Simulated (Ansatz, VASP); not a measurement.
# Cross-check of Ge (Germanium) between VASP and Ansatz

Aim: how closely do two programs agree when they are given the same cell, functional and k mesh? The cell is taken from a series of runs on this material, whose earlier steps may have relaxed, scaled, displaced or heated it; both programs get it as it stands.

Main program and level: Ansatz 0.2.0; plane waves, with VASP 6.6.1 beside it; single point at HSE06.

### Step 1. The structure

Symmetry: I4_1/amd, No. 141, tetragonal system. The conventional cell has a = 3.941 Å, b = 3.941 Å, c = 5.658 Å, α = 90.00°, β = 90.00°, γ = 90.00°. Ge has 4 Ge at 2.43 Å nearest.

### Step 2. Ansatz: single point, HSE06

Ansatz runs on its PAW soft_1 files.

A single point gives forces, pressure and levels at one fixed geometry, so differences don't come from the geometry; what else differs is listed under the comparison.

Contents of input.yaml:

```yaml
crystal:
  lattice:
    - [0.0, 2.78647635, 2.82891]
    - [2.78647635, 0.0, 2.82891]
    - [2.78647635, 2.78647635, 0.0]
  atoms:
    - { symbol: Ge, position: [0.0, 0.0, 0.0] }
    - { symbol: Ge, position: [0.25, 0.25, 0.25] }
kpoints:
  mp_grid: { grid: [4, 4, 4] }
  band_path:
    path:
      - [0.0, 0.0, 0.0]
      - [0.5, 0.0, 0.5]
      - [0.625, 0.25, 0.625]
      - [0.375, 0.375, 0.75]
      - [0.5, 0.5, 0.5]
      - [0.5, 0.25, 0.75]
    npoints: 1
hamiltonian:
  xc: hse06
  pseudopotentials: { kind: paw, azcp: { folder: soft_1 } }
scf:
  occupations: { method: fixed }
  n_extra_bands: 4
output:
  eigenvalues: true
  write_density: true
  write_potential: true
  elf: true
  volumetric_format: npy
```

On the command line:

```console
$ ansatz run input.yaml --threads 3 --pin off --max-ram 92160MiB --backend cuda --events-out ev --progress --plain --runs-dir out --devices 1 --max-vram 13GiB
```

Numbers of over 12 decimals in the logs are rounded to 6 here.

Log:

```text
scf.n_extra_bands = 4 over 14 filled bands (N_el = 28.0): the run solves 18 bands
GPUs: using 1 of 1 available (devices: 1).
Engine: ansatz 0.2.0, x86_64-unknown-linux-gnu
Pseudopotentials: kind: paw
Pseudopotential: Ge, paw, valence charge 14, recommended cutoff 420 eV (normal), soft_1/Ge.paw.azcp
Functional definition: HSE06
  parameter a = 0.25
  parameter omega = 0.11/bohr
  exchange = pbe_x - a*pbe_x_sr(omega) + a*exact_x_sr(omega)
  correlation = pbe_c
davidson cushion auto → on  (no smearing: the cushion is to keep the highest requested band from converging to the state above it; pin scf.eigensolver.cushion to override)
device memory: the entry about to start is reckoned to put 0.5 GiB on a device that reports 48.7 GiB free (of which the cap on the GPU budget leaves the run 13.0 GiB)
GPU FFT provider: cuFFT
GPU libraries: cuBLAS 13.8.2, cuFFT 12.4.0, cuSOLVER 12.3.4
Crystal: 2 atoms, lattice volume = 43.930 Å³
Basis set: ecut = 420 eV, 869 PW (Γ)
Bands: 18, of which v1, the nominal top of the filled ones, is band 14 counted from 1 (13 counted from 0)
Symmetry: 16 space group operations
Space group: I41/amd (ITA 141), of the structure as read, at distance tolerance 3.5e-5 Å
k-points: 13 of 64
Non-local potential: Ge, projectors of the file, l = 0: 2, l = 1: 2, l = 2: 3, l = 3: 1
PAW form: soft (Blöchl's): semilocal exchange-correlation on the pseudo side does not see the compensation charge
PAW frozen core: Ge, regenerated for the run's functional, and the local potential with it (the file was generated under x = pbe(κ = 0.804, μ = 0.219515), c = pbe(β = 0.066725))
PAW one-centre angular grid: Ge, 590 points (default); XC on 64 Gauss nodes
Initial density: superposition of atomic densities (chi_scale 0.1, normalization cell)
Initial wavefunctions: pseudopotential atomic-orbital guess
GPU buffer pool allocated for 19683 grid points (all kernels)
GPU transforms: local potential and band sums: pruned to the plane-wave sphere, on 27×27×27
Functional: x = pbe(κ = 0.804, μ = 0.219515), c = pbe(β = 0.066725), warm-up for x = pbe(κ = 0.804, μ = 0.219515) + 0.25 (exact − pbe) at short range (hse, ω = 0.207870 Å⁻¹), c = pbe(β = 0.066725); HSE06 as pw.x's `hse` composes it (authors' and Libxc's form: `xc: wpbeh`)
SCF iter   1: F=—  HF=-8589.655362 eV  |F-HF|=—  |Δ(HF+E_count)|=         —  Δρ=3.94e-2  dr2=5.37e-1  ethr=1.00e-1  ⟨swp⟩=4.8  Hψ=679  notcnv=0
preconditioner: auto → none  [insulator: Δε(μ)=0.169 eV  Ē_g=23.384 eV  n_scr=14 (ndim 8)  ℏωp=29.6 eV  f_vac=0.000]
SCF iter   2: F=—  HF=-8589.649379 eV  |F-HF|=—  |Δ(HF+E_count)|=   5.98e-3  Δρ=2.00e-2  dr2=1.19e-1  ethr=1.92e-3  ⟨swp⟩=3.4  Hψ=569  notcnv=0
iter 3 solved again at ethr=3.64e-6 eV; its pass at ethr=4.24e-4 eV (dr2=1.02e-3 eV) is discarded
SCF iter   3: F=—  HF=-8589.652136 eV  |F-HF|=—  |Δ(HF+E_count)|=   2.76e-3  Δρ=1.63e-3  dr2=1.05e-3  ethr=3.64e-6  ⟨swp⟩=4.1  Hψ=1380  notcnv=0
SCF iter   4: F=—  HF=-8589.650493 eV  |F-HF|=—  |Δ(HF+E_count)|=   1.64e-3  Δρ=1.19e-3  dr2=2.15e-4  ethr=3.64e-6  ⟨swp⟩=3.8  Hψ=777  notcnv=0
SCF iter   5: F=-8589.650595 eV  HF=-8589.650596 eV  |F-HF|=8.28e-7  |Δ(HF+E_count)|=   1.03e-4  Δρ=1.16e-4  dr2=4.36e-6  ethr=7.69e-7  ⟨swp⟩=3.2  Hψ=613  notcnv=0
SCF 1 stopped early in 5 iterations: F = -8589.650595 eV  dr2 = 4.36e-6
  greatest PAW one-centre occupation: 0.998 electrons in one spin orbital (limit 2), on the Ge atom at site 1 (counted from 0), in its partial waves of l = 2
device memory: the entry about to start is reckoned to put 1.2 GiB on a device that reports 48.6 GiB free (of which the cap on the GPU budget leaves the run 13.0 GiB)
GPU FFT provider: cuFFT
GPU libraries: cuBLAS 13.8.2, cuFFT 12.4.0, cuSOLVER 12.3.4
Initial density: handed on by an earlier stage of this run
Initial wavefunctions: those handed on with the density
GPU buffer pool allocated for 19683 grid points (all kernels)
GPU transforms: local potential and band sums: pruned to the plane-wave sphere, on 27×27×27
Functional: x = pbe(κ = 0.804, μ = 0.219515) + 0.25 (exact − pbe) at short range (hse, ω = 0.207870 Å⁻¹), c = pbe(β = 0.066725); HSE06 as pw.x's `hse` composes it (authors' and Libxc's form: `xc: wpbeh`)
Exchange kernel: α = 0.2500, screened, ω = 0.2079 Å⁻¹, Wigner–Seitz truncation, v(0) = 1025.4533 eV·Å³, q-mesh 4×4×4, nearest image of the exchange supercell L = 15.76 Å, pair-density grid 20×20×20, without the augmentation charges, whose exchange is taken in its separable form by FFT convolution over the k-point mesh (sized by the pseudopotential files, 24×24×24 at the most), smooth part of the exact exchange by density-matrix convolution in up to 920.0 MiB of GPU memory as planned if the GPU has room (build and FFT work areas not counted)
Frozen-core exchange: fock
SCF iter   1: F=—  HF=-8591.490670 eV  |F-HF|=—  |Δ(HF+E_count)|=         —  Δρ=9.30e-3  dr2=1.26e-2  ethr=1.56e-7  ⟨swp⟩=6.8  Hψ=1278  notcnv=0
preconditioner: auto → none  [insulator: Δε(μ)=0.875 eV  Ē_g=26.885 eV  n_scr=14 (ndim 8)  ℏωp=29.6 eV  f_vac=0.077]
SCF iter   2: F=—  HF=-8591.474248 eV  |F-HF|=—  |Δ(HF+E_count)|=   1.64e-2  Δρ=2.16e-3  dr2=2.64e-3  ethr=1.56e-7  ⟨swp⟩=4.1  Hψ=989  notcnv=0
SCF iter   3: F=—  HF=-8591.473299 eV  |F-HF|=—  |Δ(HF+E_count)|=   9.49e-4  Δρ=9.68e-4  dr2=7.22e-4  ethr=1.56e-7  ⟨swp⟩=4.0  Hψ=986  notcnv=0
SCF iter   4: F=—  HF=-8591.481743 eV  |F-HF|=—  |Δ(HF+E_count)|=   8.44e-3  Δρ=7.44e-4  dr2=8.55e-5  ethr=1.56e-7  ⟨swp⟩=4.0  Hψ=988  notcnv=0
SCF iter   5: F=—  HF=-8591.481685 eV  |F-HF|=—  |Δ(HF+E_count)|=   5.80e-5  Δρ=2.42e-4  dr2=1.52e-5  ethr=1.56e-7  ⟨swp⟩=3.0  Hψ=650  notcnv=0
SCF iter   6: F=—  HF=-8591.481673 eV  |F-HF|=—  |Δ(HF+E_count)|=   1.14e-5  Δρ=4.39e-5  dr2=1.09e-5  ethr=3.53e-8  ⟨swp⟩=3.1  Hψ=722  notcnv=0
SCF iter   7: F=-8591.481782 eV  HF=-8591.481786 eV  |F-HF|=3.63e-6  |Δ(HF+E_count)|=   1.13e-4  Δρ=1.13e-4  dr2=1.80e-6  ethr=1.75e-9  ⟨swp⟩=4.5  Hψ=994  notcnv=0
SCF 2 stopped early in 7 iterations: F = -8591.481782 eV  dr2 = 1.80e-6
hybrid outer 1: dexx = +9.776e-3 eV, tail = 6.89e-5 eV
GPU FFT provider: cuFFT
GPU libraries: cuBLAS 13.8.2, cuFFT 12.4.0, cuSOLVER 12.3.4
GPU buffer pool allocated for 19683 grid points (all kernels)
GPU transforms: local potential and band sums: pruned to the plane-wave sphere, on 27×27×27
Exchange kernel: α = 0.2500, screened, ω = 0.2079 Å⁻¹, Wigner–Seitz truncation, v(0) = 1025.4533 eV·Å³, q-mesh 4×4×4, nearest image of the exchange supercell L = 15.76 Å, pair-density grid 20×20×20, without the augmentation charges, whose exchange is taken in its separable form by FFT convolution over the k-point mesh (sized by the pseudopotential files, 24×24×24 at the most), smooth part of the exact exchange by density-matrix convolution in up to 920.0 MiB of GPU memory as planned if the GPU has room (build and FFT work areas not counted)
Frozen-core exchange: fock
SCF iter   1: F=—  HF=-8591.482121 eV  |F-HF|=—  |Δ(HF+E_count)|=         —  Δρ=9.18e-5  dr2=1.36e-6  ethr=1.23e-6  ⟨swp⟩=2.8  Hψ=540  notcnv=0
preconditioner: auto → none  [insulator: Δε(μ)=0.938 eV  Ē_g=26.686 eV  n_scr=14 (ndim 8)  ℏωp=29.6 eV  f_vac=0.076]
iter 2 solved again at ethr=5.41e-11 eV; its pass at ethr=4.63e-9 eV (dr2=1.52e-8 eV) is discarded
SCF iter   2: F=—  HF=-8591.482121 eV  |F-HF|=—  |Δ(HF+E_count)|=   6.83e-8  Δρ=9.80e-6  dr2=8.37e-8  ethr=5.41e-11  ⟨swp⟩=2.5  Hψ=1381  notcnv=0
SCF iter   3: F=-8591.482121 eV  HF=-8591.482121 eV  |F-HF|=1.04e-8  |Δ(HF+E_count)|=   5.41e-7  Δρ=7.51e-6  dr2=1.32e-8  ethr=5.41e-11  ⟨swp⟩=4.2  Hψ=960  notcnv=0
SCF 3 converged in 3 iterations: F = -8591.482121 eV  dr2 = 1.32e-8
  greatest PAW one-centre occupation: 0.998 electrons in one spin orbital (limit 2), on the Ge atom at site 0 (counted from 0), in its partial waves of l = 2
hybrid outer 2: dexx = +6.368e-7 eV, tail = 6.43e-8 eV, Δε = 4.46e-3 eV (about 2.38e-4 eV left of the loop's levels)
device memory: the entry about to start is reckoned to put 0.3 GiB on a device that reports 52.5 GiB free (of which the cap on the GPU budget leaves the run 13.0 GiB)
NSCF: frozen V_eff on 6 k-points
hybrid SCF converged: 2 outer / 10 inner (+5 warm-up), last move |dexx| = 6.37e-7 eV, tail = 6.43e-8 eV
Stability not checked: this state was not tested for a lower state beside it, because the functional holds exact exchange (a hybrid, or Hartree-Fock), whose exchange loop this test does not read (fock_operator; see scf.lower_state_search)
Free energy (F): -8591.482121 eV
Frozen-core exchange: fock
Harris-Foulkes:  -8591.482121 eV  (|F-HF|=1.04e-8)
Internal energy: -8591.482121 eV  (E = F + TS)
E sigma→0 (E₀):  -8591.482121 eV
Fermi energy:    8.671899 eV
--- Per-component energies (eV) ---
  E_band       = -364.615795
  E_kinetic    = 185.398984
  E_local      = -4460.126511  (includes V_loc(G=0)·N_el)
  E_nonlocal   = 435.595582
  E_hartree    = 2135.333221
  E_xc         = -115.647872
  E_vxc        = -104.843917  (∫ρ·V_xc dr)
  E_exx        = -109.216933  (= α·E_x^exact, valence–valence)
  E_paw        = -3947.646676  (= ΣΔE_a)
  E_vpaw       = -472.872481  (= ΣTr[D̂ρ^β])
  E_aug_tail   = 0.000032  (compensation charges beyond the density's cutoff)
  E_ewald      = -2714.441214
  E_core_change = -0.730735  (= ΣΔE_core)
  E_smearing   = -0.000000  (= −TS)
  E_closure    = 0.000000  (closes the sum)
  Σ components = -8591.482121   (vs F -8591.482121, Δ=0.00e0)
--- Band table (eV; the first three rows and the last of 13) ---
  k-point 0: bands = [... 10 lower, -5.6295, 8.5443, 8.6719, 8.6719, 9.8951, 11.8625, 11.8625, 11.9375]
  k-point 1: bands = [... 10 lower, -4.7822, 3.5779, 7.5989, 7.7197, 10.1495, 13.0446, 13.0695, 15.4310]
  k-point 2: bands = [... 10 lower, -3.2187, 0.2094, 6.9845, 7.1364, 9.6104, 13.0711, 13.1760, 16.6065]
  k-point 12: bands = [... 10 lower, -1.2238, -1.2238, 5.2469, 5.2469, 9.9914, 9.9914, 19.7074, 19.7074]
```

### Step 3. VASP: single point, HSE06

The same cell, functional and mesh now go to VASP, with its own data sets.

Lines of VASP's logs that name or quote its potential files are left out, and so is its time.

The run reads the wave functions of an earlier VASP run, which isn't shown here.

Contents of INCAR:

```
SYSTEM = Ge
PREC = Accurate
ENCUT = 410
EDIFF = 1E-06
NELM = 100
ISMEAR = 0
SIGMA = 0.01
LREAL = .FALSE.
ALGO = Normal
LHFCALC = .TRUE.
AEXX = 0.25
GGA = PE
HFSCREEN = 0.208
LASPH = .TRUE.
NBANDS = 20
PRECFOCK = Fast
LORBIT = 11
LWAVE = .FALSE.
LCHARG = .FALSE.
KPAR = 8
ISIF = 2
```

Contents of POSCAR:

```
Ge
1.0
    0.0000000000      2.7864763500      2.8289100000
    2.7864763500      0.0000000000      2.8289100000
    2.7864763500      2.7864763500      0.0000000000
Ge
2
Direct
    0.0000000000      0.0000000000      0.0000000000
    0.2500000000      0.2500000000      0.2500000000
```

Contents of KPOINTS:

```
Automatic mesh
0
Gamma
4 4 4
0 0 0
```

The projector-augmented-wave data sets are Ge_d (PBE family, release 64).

On the command line:

```console
$ mpirun -np 8 vasp_std
```

Log:

```text
[banner, memory and clock lines left out]
running    8 mpi-ranks, on    1 nodes
 distrk:  each k-point on    1 cores,    8 groups
 distr:  one band on    1 cores,    1 groups

 POSCAR found type information on POSCAR Ge
 POSCAR found :  1 types and       2 ions
|                                                                             |
|           W    W    AA    RRRRR   N    N  II  N    N   GGGG   !!!           |
|           W    W   A  A   R    R  NN   N  II  NN   N  G    G  !!!           |
|           W    W  A    A  R    R  N N  N  II  N N  N  G       !!!           |
|           W WW W  AAAAAA  RRRRR   N  N N  II  N  N N  G  GGG   !            |
|           WW  WW  A    A  R   R   N   NN  II  N   NN  G    G                |
|           W    W  A    A  R    R  N    N  II  N    N   GGGG   !!!           |
|                                                                             |
|     For optimal performance we recommend to set                             |
|       NCORE = 2 up to number-of-cores-per-socket                            |
|     NCORE specifies how many cores store one orbital (NPAR=cpu/NCORE).      |
|     This setting can greatly improve the performance of VASP for DFT.       |
|     The default, NCORE=1 might be grossly inefficient on modern             |
|     multi-core architectures or massively parallel machines. Do your        |
|     Unfortunately you need to use the default for GW and RPA                |
|     calculations (for HF NCORE is supported but not extensively tested      |
|     yet).                                                                   |
|                                                                             |

 LDA part: xc-table for (Slater+PW92), standard interpolation
 found WAVECAR, reading the header
 POSCAR, INCAR and KPOINTS ok, starting setup
 FFT: planning ... GRIDC
 FFT: planning ... GRID_SOFT
 FFT: planning ... GRID
 reading WAVECAR
 the WAVECAR file was read successfully
 initial charge from wavefunction
 entering main loop
       N       E                     dE             d eps       ncg     rms          rms(c)
DAV:   1    -0.104363420221E+02   -0.10436E+02   -0.91185E-01   684   0.182E+01    0.952E-01
DAV:   2    -0.104320112773E+02    0.43307E-02   -0.45711E-02   640   0.311E+00    0.683E-01
DAV:   3    -0.104298310431E+02    0.21802E-02   -0.69468E-03   712   0.151E+00    0.463E-01
DAV:   4    -0.104295653319E+02    0.26571E-03   -0.78026E-04   664   0.459E-01    0.286E-01
DAV:   5    -0.104294817268E+02    0.83605E-04   -0.58997E-05   676   0.122E-01    0.173E-01
DAV:   6    -0.104294480055E+02    0.33721E-04   -0.94718E-06   644   0.409E-02    0.103E-01
DAV:   7    -0.104294339549E+02    0.14051E-04   -0.26761E-06   496   0.165E-02    0.611E-02
DAV:   8    -0.104294276252E+02    0.63296E-05   -0.10860E-06   388   0.902E-03    0.360E-02
DAV:   9    -0.104294245448E+02    0.30805E-05   -0.45633E-07   320   0.487E-03    0.211E-02
DAV:  10    -0.104294235325E+02    0.10123E-05   -0.14238E-07   304   0.322E-03    0.124E-02
DAV:  11    -0.104294230020E+02    0.53043E-06   -0.73852E-08   304   0.208E-03
   1 F= -.10429423E+02 E0= -.10429423E+02  d E =-.712343E-16
```

Parts of OUTCAR (step 3):

```text
ion  position               nearest neighbor table
   1  0.000  0.000  0.000-   2 2.43   2 2.43   2 2.43   2 2.43
   2  0.250  0.250  0.250-   1 2.43   1 2.43   1 2.43   1 2.43

  LATTYP: Found a body centered tetragonal cell.
 ALAT       =     3.9406726454
 C/A-ratio  =     1.4357498095

 Subroutine GETGRP returns: Found 16 space group operations
 (whereof  8 operations were pure point group operations)

The static configuration has the point symmetry D_2d.
 The point group associated with its full space group is D_4h.

 Found     13 irreducible k-points:

   k-points           NKPTS =     13   k-points in BZ     NKDIM =     64   number of bands    NBANDS=     20

   dimension x,y,z NGX =    28 NGY =   28 NGZ =   28
   dimension x,y,z NGXF=    56 NGYF=   56 NGZF=   56

   ENCUT  =  410.0 eV  30.13 Ry    5.49 a.u.   6.56  6.56  6.51*2*pi/ulx,y,z

   NELECT =      28.0000    total number of electrons

 k-points in reciprocal lattice and weights: Automatic mesh
   0.00000000  0.00000000  0.00000000       0.016
   0.25000000  0.00000000  0.00000000       0.125
   0.50000000  0.00000000  0.00000000       0.062
   0.25000000  0.25000000  0.00000000       0.031
   0.50000000  0.25000000  0.00000000       0.125
  -0.25000000  0.25000000  0.00000000       0.062
   0.50000000  0.50000000  0.00000000       0.016
   0.25000000  0.00000000  0.25000000       0.062
   0.50000000  0.00000000  0.25000000       0.250
  -0.25000000 -0.00000000  0.25000000       0.125
  -0.25000000  0.50000000  0.25000000       0.062
   0.50000000  0.00000000  0.50000000       0.031
  -0.25000000  0.25000000  0.50000000       0.031

  exchange ACFDT corr.  =         0.00000000  see jH, gK, PRB 81, 115126

 average (electrostatic) potential at core
       1 -66.9838       2 -66.9838

 E-fermi :   5.0702

 k-point     1 :       0.0000    0.0000    0.0000
  band No.  band energies     occupation
    ...
     10     -22.6798      2.00000
     11      -9.2881      2.00000
     12       4.8892      2.00000
     13       5.0168      2.00000
     14       5.0168      2.00000
     15       6.2561      0.00000
     16       8.2155      0.00000
     17       8.2155      0.00000
     18       8.2909      0.00000
     19      12.3359      0.00000
    ...

 k-point     2 :       0.2500    0.0000    0.0000
  band No.  band energies     occupation
    ...
     10     -22.6622      2.00000
     11      -8.4399      2.00000
     12      -0.0751      2.00000
     13       3.9446      2.00000
     14       4.0654      2.00000
     15       6.5035      0.00000
     16       9.3986      0.00000
     17       9.4235      0.00000
     18      11.7853      0.00000
     19      13.9041      0.00000
    ...

 k-point     3 :       0.5000    0.0000    0.0000
  band No.  band energies     occupation
    ...
     10     -22.6546      2.00000
     11      -6.8757      2.00000
     12      -3.4451      2.00000
     13       3.3307      2.00000
     14       3.4825      2.00000
     15       5.9632      0.00000
     16       9.4256      0.00000
     17       9.5306      0.00000
     18      12.9574      0.00000
     19      16.8158      0.00000
    ...

  Total        1.0475097      1.0475097      0.6688278      0.0000000      0.0000000      0.0000000
  in kB       38.2039942     38.2039942     24.3929917      0.0000000      0.0000000      0.0000000
  external PRESSURE =      33.6003267 kB  Pullay stress =       0.0000000 kB

  energy-cutoff  :      410.00
  volume of cell :       43.93
      direct lattice vectors                 reciprocal lattice vectors
     0.000000000  2.786476350  2.828910000    -0.179438092  0.179438092  0.176746521
     2.786476350  0.000000000  2.828910000     0.179438092 -0.179438092  0.176746521
     2.786476350  2.786476350  0.000000000     0.179438092  0.179438092 -0.176746521

 POSITION                                       TOTAL-FORCE (eV/Angst)
 -----------------------------------------------------------------------------------
      0.00000      0.00000      0.00000        -0.000000     -0.000000     -0.000000
      1.39324      1.39324      1.41446         0.000000      0.000000      0.000000
 -----------------------------------------------------------------------------------
    total drift:                               -0.000001     -0.000000      0.000000

  FREE ENERGIE OF THE ION-ELECTRON SYSTEM (eV)
  ---------------------------------------------------
  free  energy   TOTEN  =       -10.4294230020 eV

  energy  without entropy=      -10.4294230020  energy(sigma->0) =      -10.42942300

 total charge
# of ion       s       p       d       tot
------------------------------------------
    1        1.092   1.353  10.032  12.478
    2        1.092   1.353  10.032  12.478
--------------------------------------------------
tot          2.184   2.706  20.065  24.955

[... 3 further parts left out ...]
```

The run ends at a pressure of 3.36 GPa.

### Step 4. Differences

Known differences besides the potentials themselves: exact exchange at q = 0 is treated differently, which shows on coarse meshes; VASP keeps PBE cores, Ansatz makes them for the functional; fixed occupations in Ansatz, narrow Gaussian smearing in VASP; the cutoff is 420 eV in Ansatz and 410 eV in VASP; VASP takes a coarser grid for exact exchange (PRECFOCK = Fast). Total energies have different zeros and are not compared.

Compared:

```csv
quantity,Ansatz,VASP,difference
gap on the k mesh (eV),0.939,0.946,-0.008
```

A gap on the mesh is an upper bound, since the band edges may lie between its points.

### Step 5. Results

| Item | Value |
| --- | --- |
| difference in gap on the k mesh (single point, HSE06) | -0.0079 eV |

In words: The difference in gap on the k mesh is -0.0079 eV (single point, HSE06), within the 0.08 eV picked in this series as the mark of a large difference. How closely two codes agree says nothing of how well the functional describes the real material.

[Lines on the potential files, build, host, timing and source positions are cut from VASP's logs without a mark.]

[Logs are printed without paths, hosts, clocks, repeated set-up lines and the standing remarks that a program may print on its own settings, such as how far it seeks lower states.]

[Hosts, paths, dates, database ids (printed as entryN), source tags and the programs' standing remarks are cut or masked in the printed files.]
